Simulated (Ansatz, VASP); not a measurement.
# WC (Qusongite) in two plane-wave programs, part 2 of 2

Aim: how closely do two programs agree when they are given the same cell, functional and k mesh? The cell is taken from a series of runs on this material, whose earlier steps may have relaxed, scaled, displaced or heated it; both programs get it as it stands.

VASP 6.6.1 and Ansatz 0.2.0.

So far: The structure; VASP: zone-centre phonons, LDA.

### 3. Ansatz: zone-centre phonons, LDA

Level of this step: Ansatz beside VASP: Kohn-Sham DFT, plane waves, LDA (Ansatz).

Ansatz runs on its PAW soft_1 files.

The same cell, functional (in two slightly different forms), mesh and smearing now go to Ansatz, which takes its cutoff from its data sets.

The input, input.yaml:

```yaml
crystal:
  lattice:
    - [2.8734333739, 0.0, 0.0]
    - [-1.4367166869, 2.4884662979, 0.0]
    - [0.0, 0.0, 2.8050854815]
  atoms:
    - { symbol: C, position: [0.6666666667, 0.3333333333, 0.5] }
    - { symbol: W, position: [0.0, 0.0, 0.0] }
kpoints:
  mp_grid: { grid: [18, 18, 16] }
hamiltonian:
  xc: lda
  pseudopotentials: { kind: paw, azcp: { folder: soft_1 }, xc_functional: pbe }
scf:
  occupations: { method: methfessel_paxton, width: 0.2 }
output:
  eigenvalues: true
phonons:
  method: dfpt
```

The run is started by

```bash
ansatz run input.yaml --threads 4 --pin off --max-ram 10240MiB --backend cpu --events-out ev --progress --plain --runs-dir out
```

Numbers of over 12 decimals in the logs are rounded to 6 here.

Log:

```text
zone centre: on kpoints.mp_grid the ground state, and the responses unless they are solved on pairs of k-points, stand on 819 of the mesh's 5184 k-points, reduced under 4 symmetry operations, with k and −k counted as one. Each operation leaves every solved displacement unchanged or reverses it
Engine: ansatz 0.2.0, x86_64-unknown-linux-gnu
Pseudopotentials: kind: paw
Pseudopotential: C, paw, valence charge 4, recommended cutoff 420 eV (normal), soft_1/C.paw.azcp
Pseudopotential: W, paw, valence charge 14, recommended cutoff 420 eV (normal), soft_1/W.paw.azcp
Functional definition: SPW92
  exchange = slater_x
  correlation = pw_c
Crystal: 2 atoms, lattice volume = 20.058 Å³
Basis set: ecut = 420 eV, 405 PW (Γ), exchange–correlation on 40×40×40 points (8 copies of the dense FFT grid, shifted against one another)
Bands: 13, of which v1, the nominal top of the filled ones, is band 9 counted from 1 (8 counted from 0)
Symmetry: 12 space group operations
k-points: 819 of 5184 (irreducible under 4 space group operations, time reversal used)
Non-local potential: C, projectors of the file, l = 0: 2, l = 1: 2, l = 2: 1
Non-local potential: W, projectors of the file, l = 0: 3, l = 1: 2, l = 2: 2, l = 3: 1
PAW form: soft (Blöchl's): semilocal exchange-correlation on the pseudo side does not see the compensation charge
PAW frozen core: C, regenerated for the run's functional, and the local potential with it (the file was generated under x = pbe(κ = 0.804, μ = 0.219515), c = pbe(β = 0.066725))
PAW frozen core: W, regenerated for the run's functional, and the local potential with it (the file was generated under x = pbe(κ = 0.804, μ = 0.219515), c = pbe(β = 0.066725))
PAW one-centre angular grid: C, 110 points (default); XC on 64 Gauss nodes
PAW one-centre angular grid: W, 590 points (default); XC on 64 Gauss nodes
Initial density: superposition of atomic densities (chi_scale 0.1, normalization cell, long waves kept (reshape's long-wave potential 0.00 eV rms))
Initial wavefunctions: pseudopotential atomic-orbital guess
Functional: x = slater, c = lda
SCF iter   1: F=—  HF=-10375.430782 eV  |F-HF|=—  |Δ(HF+E_count)|=         —  Δρ=1.36e-1  dr2=4.84e0  ethr=3.10e-3  ⟨swp⟩=5.0  Hψ=53133  notcnv=0
preconditioner: auto → none  [metal: Δε(μ)=0.050 eV  Ē_g=11.034 eV  σ=0.200 eV  W_gap=0.20  n_scr=8 (ndim 8)  ℏωp=26.2 eV  f_vac=0.000  D(μ)=0.20/eV (n_scr^D=0)  sad-step TF]
SCF iter   2: F=—  HF=-10374.812278 eV  |F-HF|=—  |Δ(HF+E_count)|=   6.19e-1  S|Δr|=    0.00e0  Δρ=9.48e-2  dr2=2.44e0  ethr=3.10e-3  ⟨swp⟩=2.0  Hψ=20301  notcnv=0
SCF iter   3: F=—  HF=-10374.177042 eV  |F-HF|=—  |Δ(HF+E_count)|=   6.35e-1  S|Δr|=    0.00e0  Δρ=6.89e-3  dr2=7.57e-3  ethr=3.10e-3  ⟨swp⟩=2.2  Hψ=18317  notcnv=0
SCF iter   4: F=—  HF=-10374.177162 eV  |F-HF|=—  |Δ(HF+E_count)|=   1.20e-4  S|Δr|=    0.00e0  Δρ=1.12e-3  dr2=1.06e-4  ethr=4.21e-5  ⟨swp⟩=1.5  Hψ=19165  notcnv=0
SCF iter   5: F=—  HF=-10374.177217 eV  |F-HF|=—  |Δ(HF+E_count)|=   5.52e-5  S|Δr|=    0.00e0  Δρ=1.44e-4  dr2=2.52e-6  ethr=5.87e-7  ⟨swp⟩=2.4  Hψ=15910  notcnv=0
SCF iter   6: F=—  HF=-10374.177216 eV  |F-HF|=—  |Δ(HF+E_count)|=   1.10e-6  S|Δr|=    0.00e0  Δρ=2.13e-5  dr2=5.01e-8  ethr=1.40e-8  ⟨swp⟩=2.5  Hψ=17545  notcnv=0
SCF iter   7: F=—  HF=-10374.177218 eV  |F-HF|=—  |Δ(HF+E_count)|=   1.79e-6  S|Δr|=    0.00e0  Δρ=4.21e-6  dr2=1.73e-9  ethr=2.78e-10  ⟨swp⟩=2.3  Hψ=16013  notcnv=0
SCF iter   8: F=—  HF=-10374.177218 eV  |F-HF|=—  |Δ(HF+E_count)|=  4.02e-10  S|Δr|=    0.00e0  Δρ=4.79e-7  dr2=1.14e-11  ethr=9.63e-12  ⟨swp⟩=2.9  Hψ=17078  notcnv=0
SCF iter   9: F=-10374.177218 eV  HF=-10374.177218 eV  |F-HF|=0.00e0  |Δ(HF+E_count)|=    0.00e0  S|Δr|=    0.00e0  Δρ=4.92e-8  dr2=1.41e-13  ethr=1.00e-12  ⟨swp⟩=5.0  Hψ=39938  notcnv=0
SCF 1 converged in 9 iterations: F = -10374.177218 eV  dr2 = 1.41e-13
  greatest PAW one-centre occupation: 0.999 electrons in one spin orbital (limit 2), on the W atom at site 1 (counted from 0), in its partial waves of l = 0
DFPT response loops at Γ: preconditioner auto → Kerker (q_TF=auto, 2.680 Å⁻¹) (partly filled bands, converged f_vac=0.000); β = 1.00, the filter's whole step (`scf.mixing.beta` (0.50) is not read by the response loops under this deck's `scf.mixing.preconditioner`; to damp them name `kerker` or `kerker_dos`, under which they read `scf.mixing.beta`, and type it under 1.00, their step now; both keys bind the ground state too); Broyden in place of MSR1
SCF converged after 9 iterations
Stability not checked: this state was not tested for a lower state beside it, because cold or Methfessel-Paxton smearing, or corrected tetrahedra, fill the levels in a way that the test cannot read (fill_not_monotonic; see scf.lower_state_search)
Free energy (F): -10374.177218 eV
Harris-Foulkes:  -10374.177218 eV  (|F-HF|=0.00e0)
Internal energy: -10374.177081 eV  (E = F + TS)
E sigma→0 (E₀):  -10374.177184 eV
Entropy (-TS):   -0.000137 eV (-0.069 meV/atom)
Fermi energy:    20.925233 eV
--- Per-component energies (eV) ---
  E_band       = -52.612946
  E_kinetic    = 512.979143
  E_local      = -584.453516  (includes V_loc(G=0)·N_el)
  E_nonlocal   = 4.064364
  E_hartree    = 241.353043
  E_xc         = -314.804786
  E_vxc        = -292.130667  (∫ρ·V_xc dr)
  E_paw        = -8416.886594  (= ΣΔE_a)
  E_vpaw       = -175.778508  (= ΣTr[D̂ρ^β])
  E_aug_tail   = 0.000158  (compensation charges beyond the density's cutoff)
  E_ewald      = -1816.774974
  E_core_change = 0.346082  (= ΣΔE_core)
  E_smearing   = -0.000137  (= −TS)
  E_closure    = 0.000000  (closes the sum)
  Σ components = -10374.177218   (vs F -10374.177218, Δ=0.00e0)
--- Band table (eV; the first three rows and the last of 819) ---
  k-point 0: bands = [... 5 lower, 16.4045, 17.4336, 17.4336, 21.0322, 24.2617, 24.2617, 26.6966, 26.6966]
  k-point 1: bands = [... 5 lower, 16.3696, 17.4788, 17.4788, 21.0133, 23.8916, 23.8916, 26.9262, 26.9262]
  k-point 2: bands = [... 5 lower, 16.2141, 17.6110, 17.6110, 21.0443, 23.1184, 23.1184, 27.2495, 27.2495]
  k-point 818: bands = [... 5 lower, 14.3247, 15.0436, 18.9557, 19.6314, 26.1768, 26.5854, 27.2709, 30.7928]
--- Phonons (Γ-DFPT): 4 representative perturbations + reference, on 819 of 5184 k-points (Σ response iterations 12) ---
  k mesh reduced under 4 symmetry operations, with k and −k counted as one. Each operation leaves every solved displacement unchanged or reverses it
  ASR residual: 3.602e-5 → 0.000e0 eV/Å²; symmetrization residual: 1.201e-6 eV/Å²
  ASR residual per site (eV/Å²): 5.07e-6 3.60e-5
  Γ frequencies (cm⁻¹): 0.00 0.00 0.00 614.71 636.90 636.90
  non-analytic LO–TO correction: not included (Born effective charges unavailable; polar crystals: no LO–TO splitting at Γ)
```

In the SCF lines HF is the Harris–Foulkes energy and dr2 the Hartree energy of the density residual, in eV; the loop may stop once dr2 is under the threshold and the program's other checks hold. Hψ counts applications of the Hamiltonian.

### 4. Comparison

Known differences besides the potentials themselves: the two LDA forms differ slightly; the data sets hold 18 valence electrons in Ansatz (on its PAW soft_1 files) and 10 in VASP; the cutoff is 420 eV in Ansatz and 600 eV in VASP; VASP's log shows a relativistic correction to its local exchange, Ansatz's none. Total energies have different zeros and are not compared.

The two programs side by side:

```tsv
quantity	Ansatz	VASP	difference
optical mode 1 (cm⁻¹)	614.7	622.7	-1.28 %
optical mode 2 to 3 (cm⁻¹)	636.9	644.8	-1.23 %
```

Modes are paired by rising frequency, not by their patterns, so a pair may set unlike modes beside each other; they are those without the splitting of longitudinal modes.

### 5. Outcome

- r.m.s. difference of the optical zone-centre modes, each program's sorted by frequency (zone-centre phonons, LDA): 7.9 cm⁻¹
- difference in optical mode 1 (zone-centre phonons, LDA): -1.3 %

The r.m.s. difference of the optical zone-centre modes, each program's sorted by frequency is 7.9 cm⁻¹ (zone-centre phonons, LDA). The data sets hold unlike numbers of valence electrons (18 in Ansatz and 10 in VASP), so part of the differences comes from the potentials. Among the rows given in per cent, the largest difference of the zone-centre phonons, LDA pair is in optical mode 1, -1.3 %. How closely two codes agree says nothing of how well the functional describes the real material.

[Lines on the potential files, build, host, timing and source positions are cut from VASP's logs without a mark.]

[Logs are printed without paths, hosts, clocks, repeated set-up lines and the standing remarks that a program may print on its own settings, such as how far it seeks lower states.]

[Hosts, paths, dates, database ids (printed as entryN), source tags and the programs' standing remarks are cut or masked in the printed files.]
